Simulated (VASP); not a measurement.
Here is a VASP 6.6.1 calculation.

The input INCAR:

```
SYSTEM = Sr8Ti8HO23
PREC = Normal ; ENCUT = 450
EDIFF = 1E-6 ; ISMEAR = 0
SIGMA = 0.01 ; LREAL = Auto
LASPH = .TRUE. ; NELM = 150
ALGO = Normal ; ISIF = 2
LWAVE = .FALSE. ; LCHARG = .FALSE.
ISPIN = 2 ; MAGMOM = 0 0 0 0 0 0 0 0 0.333333 0 0 0 0.333333 0 0 0 0.333333 0 0 0 0 0 0 0 0 0 0 0 0 0 0 0 0 0 0 0 0 0 0 0
LORBIT = 11 ; LMAXMIX = 4
GGA = PE ; IBRION = 2
NSW = 70 ; EDIFFG = -0.025
AMIX = 0.2 ; BMIX = 1E-4
AMIX_MAG = 0.8 ; BMIX_MAG = 1E-4
ICORELEVEL = 1 ; LUSENCCL = .FALSE.
```

The input KPOINTS:

```
regular mesh
0
Monkhorst
  2 2 2
  0 0 0
```

The input POSCAR:

```
Sr8Ti8HO23
1.0
    7.8804100000      0.0000000000      0.0000000000
    0.0000000000     -7.8804100000      0.0000000000
    0.0000000000      0.0000000000     -7.8804100000
Sr Ti H O
8 8 1 23
Direct
    0.2500000000      0.2500000000      0.2500000000
    0.2500000000      0.2500000000      0.7500000000
    0.2500000000      0.7500000000      0.2500000000
    0.2500000000      0.7500000000      0.7500000000
    0.7500000000      0.2500000000      0.2500000000
    0.7500000000      0.2500000000      0.7500000000
    0.7500000000      0.7500000000      0.2500000000
    0.7500000000      0.7500000000      0.7500000000
    0.0000000000      0.5000000000      0.5000000000
    0.0000000000      0.5000000000      0.0000000000
    0.0000000000      0.0000000000      0.5000000000
    0.0000000000      0.0000000000      0.0000000000
    0.5000000000      0.5000000000      0.5000000000
    0.5000000000      0.5000000000      0.0000000000
    0.5000000000      0.0000000000      0.5000000000
    0.5000000000      0.0000000000      0.0000000000
    0.2500000000      0.5000000000      0.5000000000
    0.2500000000      0.5000000000      0.0000000000
    0.2500000000      0.0000000000      0.5000000000
    0.2500000000      0.0000000000      0.0000000000
    0.7500000000      0.5000000000      0.5000000000
    0.7500000000      0.5000000000      0.0000000000
    0.7500000000      0.0000000000      0.5000000000
    0.7500000000      0.0000000000      0.0000000000
    0.0000000000      0.2500000000      0.5000000000
    0.0000000000      0.2500000000      0.0000000000
    0.0000000000      0.7500000000      0.5000000000
    0.0000000000      0.7500000000      0.0000000000
    0.5000000000      0.2500000000      0.5000000000
    0.5000000000      0.2500000000      0.0000000000
    0.5000000000      0.7500000000      0.5000000000
    0.5000000000      0.7500000000      0.0000000000
    0.0000000000      0.5000000000      0.2500000000
    0.0000000000      0.5000000000      0.7500000000
    0.0000000000      0.0000000000      0.2500000000
    0.0000000000      0.0000000000      0.7500000000
    0.5000000000      0.5000000000      0.2500000000
    0.5000000000      0.5000000000      0.7500000000
    0.5000000000      0.0000000000      0.2500000000
    0.5000000000      0.0000000000      0.7500000000
```

Potentials or basis: VASP PAW PBE potentials, release 64 (Sr_sv, Ti_sv, H, O).

Command:

```bash
$ cat potpaw_PBE.64/Sr_sv/POTCAR potpaw_PBE.64/Ti_sv/POTCAR potpaw_PBE.64/H/POTCAR potpaw_PBE.64/O/POTCAR > POTCAR
$ mpirun -np 1 vasp_std > vasp.out
```

**Question.** Predict the site moments.

**Answer.** Sr +0.00; Ti +0.18, +0.12, +0.05; H -0.00; O -0.00, -0.01 μB.

**Question.** What does it give for the net moment?

**Answer.** 1.00 μB per cell.

Core levels (eV, on the scale of the bands):
| atom | levels |
| --- | --- |
| 1 Sr | 1s -15923.3, 2s -2145.9, 2p -1905.3, 3s -321.9, 3p -244.2, 3d -116.1 |
| 2 Sr | 1s -15923.3, 2s -2145.9, 2p -1905.3, 3s -321.9, 3p -244.2, 3d -116.1 |
| 3 Sr | 1s -15923.3, 2s -2145.9, 2p -1905.3, 3s -321.9, 3p -244.2, 3d -116.1 |
| 4 Sr | 1s -15923.3, 2s -2145.9, 2p -1905.3, 3s -321.9, 3p -244.2, 3d -116.1 |
| 5 Sr | 1s -15923.4, 2s -2146.0, 2p -1905.4, 3s -322.0, 3p -244.4, 3d -116.3 |
| 6 Sr | 1s -15923.4, 2s -2146.0, 2p -1905.4, 3s -322.0, 3p -244.4, 3d -116.3 |
